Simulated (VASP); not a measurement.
CaB₆ (cab6) relaxed at rising pressure, in one space group throughout; other phases were not tried. The pressures are those reached. All values below come from PBE GGA, VASP's PBE PAW potentials (set 64) (plane waves; VASP).

```json
[
 {"P (GPa)": "-0.01", "V (Å³/atom)": "10.196", "k-mesh": "6×6×6"},
 {"P (GPa)": "5.01", "V (Å³/atom)": "9.879", "k-mesh": "6×6×6"},
 {"P (GPa)": "10.00", "V (Å³/atom)": "9.603", "k-mesh": "6×6×6"},
 {"P (GPa)": "19.96", "V (Å³/atom)": "9.139", "k-mesh": "6×6×6"},
 {"P (GPa)": "29.92", "V (Å³/atom)": "8.754", "k-mesh": "6×6×6"}
]
```

**Question.** Fit an equation of state and predict the volume at 45.10 GPa.

**Answer.** Least squares on the third-order Birch-Murnaghan form, P = (3B0/2)(y⁷ − y⁵)[1 + (3/4)(B′ − 4)(y² − 1)] with y = (V0/V)^(1/3), gives V0 = 10.195 Å³/atom, B0 = 151 GPa and B′ = 3.5, and so 8.275 Å³/atom. The run gave 8.273 Å³/atom, -0.0 % from the fit.

Pressures at which the relaxation failed are left out.

The compound is CaB6 in the cab6 structure.
